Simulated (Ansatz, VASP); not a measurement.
# Cross-check of BeSb between VASP and Ansatz, part 2 of 2

Wanted: the spread between two codes on one cell, functional and k mesh. The cell is invented: As first built, before any earlier steps moved the atoms (in the runner's words): it takes the EuN structure with all of its atoms replaced by other elements, volume scaled by an estimate. It may not be a known or stable phase. The cell is taken from a series of VASP runs on this material, whose earlier steps may have relaxed, scaled or displaced it; both programs get it as it stands.

VASP 6.6.1 and Ansatz 0.2.0.

So far. Step 2 (VASP: band structure, PBE, spin-orbit coupling): The run ends at a pressure of 0.14 GPa.

## 5. VASP: band structure, r2SCAN, spin-orbit coupling

Level of this step: r2SCAN, spin-orbit coupling; plane waves and PAW (Sb, Be); invented cell (VASP).

A single point gives forces, pressure and levels at one fixed geometry, so differences don't come from the geometry; what else differs is listed under the comparison.

INCAR

```
SYSTEM = BeSb
PREC = Accurate
ENCUT = 400
EDIFF = 1E-06
NELM = 100
ISMEAR = 0
SIGMA = 0.02
LREAL = .FALSE.
ALGO = Normal
METAGGA = R2SCAN
LASPH = .TRUE.
LNONCOLLINEAR = .TRUE.
MAGMOM = 0 0 0 0 0 0
NBANDS = 18
GGA_COMPAT = .FALSE.
LSORBIT = .TRUE.
LORBIT = 11
LWAVE = .FALSE.
LCHARG = .FALSE.
KPAR = 4
```

POSCAR

```
BeSb
1.0
    0.0000000000      2.6228629640      2.6228629640
    2.6228629640      0.0000000000      2.6228629640
    2.6228629640      2.6228629640      0.0000000000
Sb Be
1 1
Direct
    0.5000000000      0.5000000000      0.5000000000
    0.0000000000      0.0000000000      0.0000000000
```

KPOINTS

```
Automatic mesh
0
Gamma
6 6 6
0 0 0
```

KPOINTS_OPT

```
Line mode
16
Line-mode
Reciprocal
  0.00000000   0.00000000   0.00000000 GAMMA
  0.50000000   0.00000000   0.50000000 X

  0.50000000   0.00000000   0.50000000 X
  0.50000000   0.25000000   0.75000000 W

  0.50000000   0.25000000   0.75000000 W
  0.37500000   0.37500000   0.75000000 K

  0.37500000   0.37500000   0.75000000 K
  0.00000000   0.00000000   0.00000000 GAMMA

  0.00000000   0.00000000   0.00000000 GAMMA
  0.50000000   0.50000000   0.50000000 L

  0.50000000   0.50000000   0.50000000 L
  0.62500000   0.25000000   0.62500000 U

  0.62500000   0.25000000   0.62500000 U
  0.50000000   0.25000000   0.75000000 W

  0.50000000   0.25000000   0.75000000 W
  0.50000000   0.50000000   0.50000000 L

  0.50000000   0.50000000   0.50000000 L
  0.37500000   0.37500000   0.75000000 K

  0.62500000   0.25000000   0.62500000 U
  0.50000000   0.00000000   0.50000000 X
```

PAW data sets: Sb and Be (PBE family, release 64).

Command:

```sh
$ mpirun -np 4 vasp_ncl
```

Numbers of over 12 decimals in the logs are rounded to 6 here.

Output:

```text
[banner, memory and clock lines left out]
running    4 mpi-ranks, on    1 nodes
[...]
|                                                                             |
|               ----> ADVICE to this user running VASP <----                  |
|                                                                             |
|     You enforced a specific xc type in the INCAR file but a different       |
|     [... a line on the potential file left out ...]
|     I HOPE YOU KNOW WHAT YOU ARE DOING!                                     |
|                                                                             |

 LDA part: xc-table for (None), standard interpolation
 POSCAR, INCAR and KPOINTS ok, starting setup
[...]
entering main loop
       N       E                     dE             d eps       ncg     rms          rms(c)
DAV:   1    -0.562097630887E+01   -0.56210E+01   -0.22056E+03   576   0.532E+02
DAV:   2    -0.289501318964E+02   -0.23329E+02   -0.21169E+02   770   0.102E+02
[...]
DAV:  10    -0.292913426740E+02   -0.72033E-04   -0.11416E-04   654   0.103E-01    0.670E-03
DAV:  11    -0.292913420496E+02    0.62443E-06   -0.26200E-06   722   0.128E-02
   1 F= -.29291342E+02 E0= -.29290936E+02  d E =-.811392E-03  mag=     0.0000    -0.0000     0.0000
 Start KPOINTS_OPT (optional k-point list driver)
k-point batch [1-16\160]
       N       E                     dE             ncg
DAV:   1     0.787560149646E+03   -0.76427E+03      576
DAV:   2     0.406621832700E+03   -0.38094E+03      678
DAV:   3     0.388965075549E+03   -0.17657E+02      888
DAV:   4     0.388760704570E+03   -0.20437E+00      734
DAV:   5     0.388757572517E+03   -0.31321E-02      812
DAV:   6     0.388757497271E+03   -0.75247E-04      776
DAV:   7     0.388757494639E+03   -0.26320E-05      746
DAV:   8     0.388757494508E+03   -0.13076E-06      648
[...]
k-point batch [145-160\160]
       N       E                     dE             ncg
DAV:   1     0.576084803678E+03   -0.30988E+04      576
DAV:   2     0.252621358147E+03   -0.32346E+03      704
DAV:   3     0.239759318086E+03   -0.12862E+02      858
DAV:   4     0.239658048200E+03   -0.10127E+00      694
DAV:   5     0.239656618145E+03   -0.14301E-02      810
DAV:   6     0.239656590628E+03   -0.27517E-04      730
DAV:   7     0.239656590012E+03   -0.61677E-06      732
```

From OUTCAR (step 5):

```text
  Total       -0.0612282     -0.0612282     -0.0612282     -0.0000000     -0.0000000      0.0000000
  in kB       -2.7183507     -2.7183507     -2.7183507     -0.0000000     -0.0000000      0.0000000
  external PRESSURE =      -2.7183507 kB  Pullay stress =       0.0000000 kB

 POSITION                                       TOTAL-FORCE (eV/Angst)
 -----------------------------------------------------------------------------------
      2.62286      2.62286      2.62286        -0.000000      0.000000      0.000000
      0.00000      0.00000      0.00000         0.000000      0.000000     -0.000000
 -----------------------------------------------------------------------------------
    total drift:                               -0.000000     -0.000000     -0.000000

  FREE ENERGIE OF THE ION-ELECTRON SYSTEM (eV)
  ---------------------------------------------------
  free  energy   TOTEN  =       -29.2913420496 eV

  energy  without entropy=      -29.2905306578  energy(sigma->0) =      -29.29093635

 magnetization (x)
# of ion       s       p       d       tot
------------------------------------------
    1        0.000   0.000  -0.000   0.000
    2       -0.000  -0.000   0.000  -0.000
--------------------------------------------------
tot          0.000   0.000  -0.000   0.000

 magnetization (y)
# of ion       s       p       d       tot
------------------------------------------
    1        0.000   0.000  -0.000   0.000
    2        0.000   0.000   0.000   0.000
--------------------------------------------------
tot          0.000   0.000  -0.000   0.000

 magnetization (z)
# of ion       s       p       d       tot
------------------------------------------
    1       -0.000  -0.000   0.000  -0.000
    2       -0.000   0.000   0.000   0.000
--------------------------------------------------
tot         -0.000  -0.000   0.000  -0.000

[... 2 parts as in an earlier step ...]

[... 1 further part left out ...]
[key lines of the parts left out:]
E-fermi :   7.6634
```

The run ends at a pressure of -0.27 GPa.

## 6. Ansatz: band structure, r2SCAN, spin-orbit coupling

The same cell, functional, mesh and smearing now go to Ansatz, which takes its cutoff from its data sets.

The cell is taken from a series of VASP runs on this material, whose earlier steps may have relaxed, scaled or displaced it; both programs get it as it stands.

input.yaml

```yaml
crystal:
  lattice:
    - [0.0, 2.622862964, 2.622862964]
    - [2.622862964, 0.0, 2.622862964]
    - [2.622862964, 2.622862964, 0.0]
  atoms:
    - { symbol: Sb, position: [0.5, 0.5, 0.5] }
    - { symbol: Be, position: [0.0, 0.0, 0.0] }
hamiltonian:
  xc: r2scan
  pseudopotentials: { kind: paw_fr }
magnetization:
  noncollinear: true
  spin_orbit: true
kpoints:
  mp_grid: { grid: [6, 6, 6] }
  band_path:
    path:
      - [0.0, 0.0, 0.0]
      - [0.16667, 0.0, 0.16667]
      - [0.33333, 0.0, 0.33333]
      - [0.5, 0.0, 0.5]
      - [0.5, 0.08333, 0.58333]
      - [0.5, 0.18333, 0.68333]
      - [0.5, 0.25, 0.75]
      - [0.45, 0.3, 0.75]
      - [0.40833, 0.34167, 0.75]
      - [0.35, 0.35, 0.7]
      - [0.225, 0.225, 0.45]
      - [0.075, 0.075, 0.15]
      - [0.03333, 0.03333, 0.03333]
      - [0.23333, 0.23333, 0.23333]
      - [0.4, 0.4, 0.4]
      - [0.51667, 0.46667, 0.51667]
      - [0.55833, 0.38333, 0.55833]
      - [0.60833, 0.28333, 0.60833]
      - [0.60833, 0.25, 0.64167]
      - [0.55833, 0.25, 0.69167]
      - [0.51667, 0.25, 0.73333]
      - [0.5, 0.3, 0.7]
      - [0.5, 0.38333, 0.61667]
      - [0.5, 0.48333, 0.51667]
      - [0.475, 0.475, 0.55]
      - [0.425, 0.425, 0.65]
      - [0.38333, 0.38333, 0.73333]
      - [0.59167, 0.18333, 0.59167]
      - [0.55, 0.1, 0.55]
      - [0.5, 0.0, 0.5]
    npoints: 1
scf:
  occupations: { method: gaussian, width: 0.02 }
  n_extra_bands: 14
output:
  forces: true
  stress: true
  eigenvalues: true
```

Command:

```sh
$ ansatz run input.yaml --threads 2 --pin off --max-ram 4608MiB --backend cpu --events-out ev --progress --plain --runs-dir out
```

Output:

```text
[...]
Crystal: 2 atoms, lattice volume = 36.088 Å³
Basis set: ecut = 500 eV, 941 PW (Γ), exchange–correlation on 120×120×120 points (64 copies of the dense FFT grid, shifted against one another)
Bands: 31, of which v1, the nominal top of the filled ones, is band 17 counted from 1 (16 counted from 0)
[...]
k-point 1: bands = [... 13 lower, 8.8612, 11.1242, 11.1242, 11.5159, 11.5159, 16.2722, 16.2722, 16.3464, ... 10 higher]
  k-point 2: bands = [... 13 lower, 5.2999, 11.1534, 11.1534, 11.6008, 11.6008, 14.1393, 14.1393, 14.2587, ... 10 higher]
  k-point 15: bands = [... 13 lower, 4.7599, 6.3873, 6.3873, 6.6211, 6.6211, 12.9332, 12.9332, 16.4301, ... 10 higher]
[key lines of the parts left out:]
SCF converged after 6 iterations
Magnetization: |M| = 0.0000 μB,  M = (+0.0000, +0.0000, +0.0000) μB
Free energy (F): -6580.865965 eV
Fermi energy:    10.234073 eV
P = ⅓ Tr σ = -0.4310 GPa (-4.310 kbar)
```

Run time: 18 s. Hardware: 2 threads of Arm Neoverse N1, shared host; peak memory 0.52 GiB.

## 7. Comparison

What differs besides the data sets and the points named for the pairs above, as far as they apply: VASP keeps PBE cores, Ansatz makes them for the functional; the cutoff is 500 eV in Ansatz and 400 eV in VASP. Total energies have different zeros and are not compared.

Compared:

```tsv
quantity	Ansatz	VASP	difference
pressure (GPa)	-0.43	-0.27	-0.16
```

Levels from 3 eV below to 2 eV above the Fermi level differ by 7 meV r.m.s. and 15 meV at most; each VASP level is matched to the nearest of Ansatz, which flatters the figure a little.

## 8. What came out

| Quantity | Value |
| --- | --- |
| r.m.s. difference of levels near the Fermi level (band structure, PBE, spin-orbit coupling) | 7.2 meV |
| r.m.s. difference of levels near the Fermi level (band structure, r2SCAN, spin-orbit coupling) | 7.2 meV |

In words: The r.m.s. difference of levels near the Fermi level is 7.2 meV (band structure, PBE, spin-orbit coupling), within the 80 meV picked in this series as the mark of a large difference. How closely two codes agree says nothing of how well the functional describes the real material.

[Lines on the potential files, build, host, timing and source positions are cut from VASP's logs without a mark.]

[Logs are printed without paths, hosts, clocks, repeated set-up lines and the standing remarks that a program may print on its own settings, such as how far it seeks lower states.]

[Hosts, paths, dates, database ids (printed as entryN), source tags and the programs' standing remarks are cut or masked in the printed files.]
